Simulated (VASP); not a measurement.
Data:

```yaml
crystal:
  lattice:
    - [0.00000, 3.25829, 3.25829]
    - [3.25829, 0.00000, 3.25829]
    - [3.25829, 3.25829, 0.00000]
  atoms:
    - { symbol: Hg, position: [0.00000, 0.00000, 0.00000] }
    - { symbol: Te, position: [0.25000, 0.25000, 0.25000] }
```

Computed with PBEsol GGA, VASP's PBE PAW potentials (set 64) (plane waves; VASP). Settings: 520 eV cut-off, 11×11×11 Γ-centred mesh, tetrahedra with Blöchl corrections, potentials Hg Te.

Unless said otherwise, spin-orbit coupling is left out, though it shifts the bands of the heavy elements here.

Question: Tabulate the total density of states (states/eV per cell) against energy (eV; zero at the valence-band maximum or, without a gap, the Fermi level).

Answer: 
| E (eV) | DOS (states/eV) |
|---|---|
| -9.98 | 0.00 |
| -9.38 | 0.00 |
| -8.90 | 0.00 |
| -8.31 | 0.00 |
| -7.71 | 0.00 |
| -7.23 | 1.06 |
| -6.64 | 17.1 |
| -6.04 | 0.00 |
| -5.56 | 0.00 |
| -4.97 | 1.29 |
| -4.37 | 0.56 |
| -3.89 | 0.38 |
| -3.30 | 0.23 |
| -2.70 | 1.92 |
| -2.22 | 1.98 |
| -1.63 | 1.96 |
| -1.03 | 1.81 |
| -0.55 | 0.67 |
| 0.04 | 0.00 |
| 0.64 | 0.06 |
| 1.11 | 0.58 |
| 1.71 | 0.84 |
| 2.31 | 1.77 |
| 2.79 | 0.63 |
| 3.38 | 0.59 |
Within 2 eV below the Fermi level the largest weight inside VASP's projection spheres is Te p, then Hg d.

The compound is HgTe in the zinc blende structure. It was relaxed first.
